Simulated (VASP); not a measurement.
Output of a VASP run:

### OSZICAR
```
       N       E                     dE             d eps       ncg     rms          rms(c)
DAV:   1     0.188462574570E+03    0.18846E+03   -0.17775E+04  5040   0.131E+03
DAV:   2    -0.760566018266E+02   -0.26452E+03   -0.26170E+03  5968   0.350E+02
DAV:   3    -0.984094096018E+02   -0.22353E+02   -0.22205E+02  9904   0.730E+01
DAV:   4    -0.993185398024E+02   -0.90913E+00   -0.90722E+00  6448   0.166E+01
DAV:   5    -0.993573608371E+02   -0.38821E-01   -0.38816E-01  8296   0.257E+00    0.269E+01
DAV:   6    -0.888368279197E+02    0.10521E+02   -0.10423E+01  7360   0.204E+01    0.968E+00
DAV:   7    -0.828706058201E+02    0.59662E+01   -0.26264E+00  7528   0.110E+01    0.291E+00
DAV:   8    -0.856289138663E+02   -0.27583E+01   -0.30984E+00  8184   0.997E+00    0.206E+00
DAV:   9    -0.843148143141E+02    0.13141E+01   -0.42932E-01  6200   0.604E+00    0.137E+00
DAV:  10    -0.843409010937E+02   -0.26087E-01   -0.32504E-01  6672   0.363E+00    0.403E-01
DAV:  11    -0.845389672530E+02   -0.19807E+00   -0.16480E-01  5552   0.311E+00    0.223E-01
DAV:  12    -0.845414708767E+02   -0.25036E-02   -0.92376E-03  7672   0.593E-01    0.141E-01
DAV:  13    -0.845303680670E+02    0.11103E-01   -0.13933E-02  5960   0.900E-01    0.208E-01
DAV:  14    -0.845420056778E+02   -0.11638E-01   -0.11281E-02  5768   0.754E-01    0.427E-02
DAV:  15    -0.845425293337E+02   -0.52366E-03   -0.82025E-04  6800   0.197E-01    0.259E-02
DAV:  16    -0.845426014292E+02   -0.72096E-04   -0.10519E-04  7368   0.574E-02    0.154E-02
DAV:  17    -0.845426306544E+02   -0.29225E-04   -0.12671E-04  6576   0.754E-02    0.179E-02
DAV:  18    -0.845426502088E+02   -0.19554E-04   -0.16652E-05  6240   0.322E-02    0.771E-03
DAV:  19    -0.845426557457E+02   -0.55369E-05   -0.54793E-06  5608   0.146E-02    0.355E-03
DAV:  20    -0.845426555235E+02    0.22223E-06   -0.15286E-06  3792   0.821E-03
   1 F= -.84542656E+02 E0= -.84542883E+02  d E =-.845427E+02
```

### OUTCAR
```
------------------------ aborting loop because EDIFF is reached ----------------------------------------
  FORCE on cell =-STRESS in cart. coord.  units (eV):
  Direction    XX          YY          ZZ          XY          YZ          ZX
  --------------------------------------------------------------------------------------
  Total       -0.0026345      0.0252032      0.0258734      0.0000000      0.0000000      0.0000000
  in kB       -0.0420134      0.4019200      0.4126081      0.0000000      0.0000000      0.0000000
  external PRESSURE =       0.2575049 kB  Pullay stress =       0.0000000 kB
  volume of cell :      100.47
      direct lattice vectors                 reciprocal lattice vectors
     1.839283553 -7.442918659  0.000000000     0.271844980 -0.067177948  0.000000000
     1.839283553  7.442918659  0.000000000     0.271844980  0.067177948  0.000000000
     0.000000000  0.000000000  3.669478640     0.000000000  0.000000000  0.272518278
 POSITION                                       TOTAL-FORCE (eV/Angst)
 -----------------------------------------------------------------------------------
      1.83928     -1.57919      0.91737         0.000000      0.013716      0.000000
      1.83928      1.57919      2.75211         0.000000     -0.013716     -0.000000
      1.83928     -6.67674      0.91737         0.000000     -0.013553      0.000000
      1.83928      6.67674      2.75211         0.000000      0.013553     -0.000000
      1.83928      3.72249      0.91737         0.000000      0.003886     -0.000000
      1.83928     -3.72249      2.75211         0.000000     -0.003886     -0.000000
 -----------------------------------------------------------------------------------
    total drift:                               -0.000000     -0.000000     -0.000000
  FREE ENERGIE OF THE ION-ELECTRON SYSTEM (eV)
  ---------------------------------------------------
  free  energy   TOTEN  =       -84.5426555235 eV

  energy  without entropy=      -84.5433371574  energy(sigma->0) =      -84.54288273

 reached required accuracy - stopping structural energy minimisation
```
(Selected blocks of OUTCAR.)

**POSCAR**
```
ZrSi2
1
    1.8392835532    -7.4429186592     0.0000000000
    1.8392835532     7.4429186592     0.0000000000
    0.0000000000    -0.0000000000     3.6694786398
Zr Si
2 4
Direct
  0.6060865754   0.3939134246   0.2500000000
  0.3939134246   0.6060865754   0.7500000000
  0.9485297981   0.0514702019   0.2500000000
  0.0514702019   0.9485297981   0.7500000000
  0.2499309064   0.7500690936   0.2500000000
  0.7500690936   0.2499309064   0.7500000000
```

### Question
Write an INCAR and KPOINTS that could have produced this output.

### Answer
One answer among several that fit: the input of the run itself, r2SCAN meta-GGA, plane waves, VASP's PBE PAW potentials (set 64).

INCAR:
```
LCHARG = F
LREAL = F
ENCUT = 400   ! plane-wave cut-off (eV)
ISIF = 3   ! ions, shape and volume
SIGMA = 0.1   ! width (eV)
IBRION = 2
LMAXMIX = 4   ! l cut-off of mixed one-centre charges
ALGO = Normal   ! blocked Davidson
EDIFF = 1E-6   ! SCF stop (eV)
LWAVE = F
LASPH = T
SYSTEM = ZrSi2
METAGGA = R2SCAN
NELM = 100   ! most electronic steps
NSW = 60
LMIXTAU = T
EDIFFG = -0.02   ! ionic stop
ISMEAR = 1   ! Methfessel-Paxton
PREC = Accurate
```

KPOINTS:
```
Automatic
0
gamma
  8 8 8
```

POTCAR, in this order: Zr_sv Si (PBE.64 set). Program: vasp_std.

The compound is ZrSi2 in the sg63 structure. It was relaxed first. The start is the result of an earlier pass.
